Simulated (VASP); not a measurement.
# AlB3P4 (I-42m) in VASP: a series of runs, part 2 of 2

VASP 6.6.1. Earlier steps stand in the parts before.

### 3 Relaxation of cell and atoms, PBE

INCAR

```
ALGO     = Normal         # electronic algorithm
EDIFF    = 1E-7           # SCF threshold, eV
EDIFFG   = -0.005         # ionic threshold
ENCUT    = 520            # plane-wave cutoff, eV
GGA      = PE             # functional
IBRION   = 2              # ionic algorithm
ISIF     = 3              # what is computed and relaxed
ISMEAR   = 0              # smearing method
KPAR     = 4            
LASPH    = True           # aspherical terms in the spheres
LCHARG   = False          # write CHGCAR
LREAL    = False          # projectors in reciprocal space
LWAVE    = False          # write WAVECAR
NELM     = 120            # most SCF steps
NSW      = 60             # ionic steps
POTIM    = 0.3            # step
PREC     = Accurate       # precision mode
SIGMA    = 0.03           # smearing width, eV
```

KPOINTS

```
k-points
0
Gamma
  8 8 8
```

POSCAR

```
AlB3P4                                  
1.0
   -2.4036437864      2.4036437864      4.7780564358
    2.4036437864     -2.4036437864      4.7780564358
    2.4036437864      2.4036437864     -4.7780564358
  Al              B               P             
     1     3     4
Direct
     0.0000000000000000    0.0000000000000000    1.0000000000000000
     0.5000000000000000    0.5000000000000000    1.0000000000000000
     0.7500000000000000    0.2500000000000000    0.5000000000000000
     0.2500000000000000    0.7500000000000000    0.5000000000000000
     0.1426523062750057    0.5882021799348198    0.0000000000000000
     0.5882021799348198    0.1426523062750057    0.0000000000000000
     0.8573476937249943    0.8573476937249943    0.4455498836598077
     0.4117978200651803    0.4117978200651803    0.5544501163401923
```

Potentials or basis: VASP PAW PBE potentials, release 64 (Al, B, P).

Launch:

```sh
cat potpaw_PBE.64/Al/POTCAR potpaw_PBE.64/B/POTCAR potpaw_PBE.64/P/POTCAR > POTCAR
mpirun -np 4 vasp_std > vasp.out
```

OUTCAR:

```text
EDIFF = 1E-7
   EDIFFG = -0.005
   ENCUT = 520
   GGA = PE
   IBRION = 2
   ISIF = 3
   ISMEAR = 0
   LASPH = True
   LREAL = False
   NELM = 120
   NSW = 60
   POTIM = 0.3
   PREC = Accurate

 ion  position               nearest neighbor table
   1  0.000  0.000  0.000-   7 2.28   8 2.28   6 2.28   5 2.28
   2  0.500  0.500  0.000-   7 1.99   6 1.99   5 1.99   8 1.99
   3  0.750  0.250  0.500-   8 2.03   5 2.03   6 2.03   7 2.03
   4  0.250  0.750  0.500-   8 2.03   6 2.03   5 2.03   7 2.03
   5  0.143  0.588  0.000-   2 1.99   4 2.03   3 2.03   1 2.28
   6  0.588  0.143  0.000-   2 1.99   3 2.03   4 2.03   1 2.28
   7  0.857  0.857  0.446-   2 1.99   3 2.03   4 2.03   1 2.28
   8  0.412  0.412  0.554-   2 1.99   3 2.03   4 2.03   1 2.28

  LATTYP: Found a body centered tetragonal cell.
 ALAT       =     4.8072875728
 C/A-ratio  =     1.9878388232

  Lattice vectors:

 A1 = (  -2.4036437864,   2.4036437864,   4.7780564358)
 A2 = (   2.4036437864,  -2.4036437864,   4.7780564358)
 A3 = (   2.4036437864,   2.4036437864,  -4.7780564358)

[... 195 lines left out ...]

 k-point     1 :       0.0000    0.0000    0.0000
  band No.  band energies     occupation
      1      -7.7870      2.00000
      2      -3.7235      2.00000
      3      -3.4502      2.00000
      4      -3.4502      2.00000
      5      -1.7446      2.00000
      6      -1.3434      2.00000
[... 565 lines left out ...]
     20      10.6300      0.00000
     21      10.7641      0.00000

 [... further k-points ...]

------------------------ aborting loop because EDIFF is reached ----------------------------------------

  FORCE on cell =-STRESS in cart. coord.  units (eV):
  Direction    XX          YY          ZZ          XY          YZ          ZX
  --------------------------------------------------------------------------------------
  -------------------------------------------------------------------------------------
  Total        0.0076245      0.0076245      0.0073665      0.0000000      0.0000000      0.0000000
  in kB        0.1106299      0.1106299      0.1068863      0.0000000      0.0000000      0.0000000
  external PRESSURE =       0.1093820 kB  Pullay stress =       0.0000000 kB

 VOLUME and BASIS-vectors are now :
 -----------------------------------------------------------------------------
  energy-cutoff  :      520.00
  volume of cell :      110.42
      direct lattice vectors                 reciprocal lattice vectors
    -2.403643786  2.403643786  4.778056436     0.000000000  0.208017512  0.104645059
     2.403643786 -2.403643786  4.778056436     0.208017512  0.000000000  0.104645059
     2.403643786  2.403643786 -4.778056436     0.208017512  0.208017512  0.000000000

 POSITION                                       TOTAL-FORCE (eV/Angst)
 -----------------------------------------------------------------------------------
      0.00000      0.00000      0.00000         0.000000     -0.000000      0.000000
      0.00000      0.00000      4.77806        -0.000000     -0.000000     -0.000000
      0.00000      2.40364      2.38903        -0.000000     -0.000000     -0.000000
      2.40364      0.00000      2.38903         0.000000     -0.000000     -0.000000
      1.07094     -1.07094      3.49206        -0.001280      0.001280      0.003727
     -1.07094      1.07094      3.49206         0.001280     -0.001280      0.003727
      1.07094      1.07094      6.06405        -0.001280     -0.001280     -0.003727
      1.33270      1.33270      1.28599         0.001280      0.001280     -0.003727
 -----------------------------------------------------------------------------------
    total drift:                               -0.000002     -0.000002      0.000002

  FREE ENERGIE OF THE ION-ELECTRON SYSTEM (eV)
  ---------------------------------------------------
  free  energy   TOTEN  =       -47.6044323743 eV

  energy  without entropy=      -47.6044323743  energy(sigma->0) =      -47.60443237

 reached required accuracy - stopping structural energy minimisation
```

OSZICAR:

```text
N       E                     dE             d eps       ncg     rms          rms(c)
DAV:   1     0.104114674842E+03    0.10411E+03   -0.13406E+04  2478   0.130E+03
DAV:   2    -0.411466736246E+02   -0.14526E+03   -0.13768E+03  3339   0.209E+02
DAV:   3    -0.491029858706E+02   -0.79563E+01   -0.78603E+01  3163   0.492E+01
DAV:   4    -0.492567509392E+02   -0.15377E+00   -0.15318E+00  3263   0.738E+00
DAV:   5    -0.492601280502E+02   -0.33771E-02   -0.33751E-02  3098   0.102E+00    0.120E+01
DAV:   6    -0.478801001245E+02    0.13800E+01   -0.23959E+00  2941   0.773E+00    0.710E+00
DAV:   7    -0.476131981602E+02    0.26690E+00   -0.84394E-01  3364   0.447E+00    0.208E+00
DAV:   8    -0.476023858480E+02    0.10812E-01   -0.79882E-02  3102   0.161E+00    0.437E-01
DAV:   9    -0.476040182529E+02   -0.16324E-02   -0.47311E-03  3056   0.437E-01    0.162E-01
DAV:  10    -0.476043560546E+02   -0.33780E-03   -0.10187E-03  2988   0.172E-01    0.460E-02
DAV:  11    -0.476044121248E+02   -0.56070E-04   -0.65886E-05  3093   0.531E-02    0.300E-02
DAV:  12    -0.476044269964E+02   -0.14872E-04   -0.13697E-05  3018   0.226E-02    0.987E-03
DAV:  13    -0.476044322862E+02   -0.52898E-05   -0.83218E-06  3013   0.186E-02    0.357E-03
DAV:  14    -0.476044323743E+02   -0.88031E-07   -0.19637E-07  2230   0.305E-03
   1 F= -.47604432E+02 E0= -.47604432E+02  d E =-.476044E+02
```

Run time: 43 s. Hardware: 4 MPI ranks of Intel Xeon Platinum 8488C (Sapphire Rapids), shared host; peak memory 0.36 GiB.

What came out:

```yaml
Free_energy: -47.6044 eV
Pressure_after_relaxing: 0.0 GPa
Largest_force_after_relaxing: 0.004 eV/Å
Band_gap_on_the_k_mesh: 0.92 eV, indirect (least direct gap 0.93 eV)
```

Forces on the atoms (eV/Å):
```
Al   0.000  0.000  0.000
B    0.000  0.000  0.000
B    0.000  0.000  0.000
B    0.000  0.000  0.000
P   -0.001  0.001  0.004
P    0.001 -0.001  0.004
P   -0.001 -0.001 -0.004
P    0.001  0.001 -0.004
```

Final structure:
```
Al B P
1.0
    -2.40364    2.40364    4.77806
     2.40364   -2.40364    4.77806
     2.40364    2.40364   -4.77806
Al B P
1 3 4
Cartesian
  0.0000 0.0000 0.0000
  0.0000 0.0000 4.7781
  0.0000 2.4036 2.3890
  2.4036 0.0000 2.3890
  1.0709 -1.0709 3.4921
  -1.0709 1.0709 3.4921
  1.0709 1.0709 6.0640
  1.3327 1.3327 1.2860
```

Levels at points of the mesh, in eV from the valence-band top:
| k point | band 14 | band 15 | band 16 | band 17 | band 18 | band 19 |
| --- | --- | --- | --- | --- | --- | --- |
| (0.00, 0.00, 0.00) | -0.29 | 0.00 | 0.00 | 0.93 | 1.13 | 3.16 |
| (0.50, 0.00, 0.00) | -2.38 | -1.87 | -1.56 | 2.99 | 3.15 | 3.65 |
| (0.50, 0.50, 0.00) | -1.76 | -0.92 | -0.90 | 2.32 | 2.98 | 3.15 |
| (0.50, 0.50, 0.50) | -2.85 | -1.67 | -1.67 | 1.33 | 1.45 | 1.45 |

Caveat: the relaxation stopped at its first step, so nothing moved.

### 4 Single point, r2SCAN

INCAR

```
ALGO     = Normal         # electronic algorithm
EDIFF    = 1E-6           # SCF threshold, eV
ENCUT    = 520            # plane-wave cutoff, eV
ISIF     = 2              # what is computed and relaxed
ISMEAR   = 0              # smearing method
KPAR     = 4            
LASPH    = True           # aspherical terms in the spheres
LCHARG   = False          # write CHGCAR
LMIXTAU  = True         
LREAL    = False          # projectors in reciprocal space
LWAVE    = False          # write WAVECAR
METAGGA  = R2SCAN         # meta-GGA
NBANDS   = 26             # bands
NELM     = 150            # most SCF steps
PREC     = Accurate       # precision mode
SIGMA    = 0.03           # smearing width, eV
```

KPOINTS is that of step 3.

POSCAR

```
AlB3P4                                  
1.0
   -2.4036437864      2.4036437864      4.7780564358
    2.4036437864     -2.4036437864      4.7780564358
    2.4036437864      2.4036437864     -4.7780564358
  Al              B               P             
     1     3     4
Direct
     0.0000000000000000    0.0000000000000000    0.0000000000000000
     0.5000000000000000    0.5000000000000000    0.0000000000000000
     0.7500000000000000    0.2500000000000000    0.5000000000000000
     0.2500000000000000    0.7500000000000000    0.5000000000000000
     0.1426523062750036    0.5882021799348180    0.0000000000000000
     0.5882021799348180    0.1426523062750036    0.0000000000000000
     0.8573476937249964    0.8573476937249964    0.4455498836598082
     0.4117978200651820    0.4117978200651820    0.5544501163401918
```

Launch:

```sh
cat potpaw_PBE.64/Al/POTCAR potpaw_PBE.64/B/POTCAR potpaw_PBE.64/P/POTCAR > POTCAR
mpirun -np 4 vasp_std > vasp.out
```

Wall time 3.2 min (4 MPI ranks of Intel Xeon Platinum 8488C (Sapphire Rapids), shared host); peak memory 0.44 GiB.

It converged, with:

- Free energy: -67.4648 eV
- Pressure: -1.4 GPa
- Largest force: 0.179 eV/Å
- Band gap on the k mesh: 1.15 eV, indirect (least direct gap 1.17 eV)

Forces on the atoms (eV/Å):
```
Al   0.000  0.000  0.000
B    0.000  0.000  0.000
B    0.000  0.000  0.000
B    0.000  0.000  0.000
P    0.091 -0.091  0.125
P   -0.091  0.091  0.125
P    0.091  0.091 -0.125
P   -0.091 -0.091 -0.125
```

Levels at points of the mesh, in eV from the valence-band top:
```
           k point  band 12  band 13  band 14  band 15  band 16  band 17  band 18  band 19  band 20  band 21
(0.00, 0.00, 0.00)    -3.82    -3.82    -0.29     0.00     0.00     1.17     1.36     3.43     3.43     3.53
(0.50, 0.00, 0.00)    -3.94    -3.53    -2.50    -1.94    -1.64     3.30     3.44     3.99     4.23     4.89
(0.50, 0.50, 0.00)    -2.44    -2.00    -1.86    -0.98    -0.97     2.62     3.30     3.52     4.22     4.50
(0.50, 0.50, 0.50)    -3.39    -3.39    -3.03    -1.77    -1.77     1.59     1.67     1.72     1.72     1.90
```

Caveat: the PAW data sets were made with another functional, which shifts forces and pressure a little. r2SCAN opens gaps a little over a GGA but as a rule still falls short of measured ones.
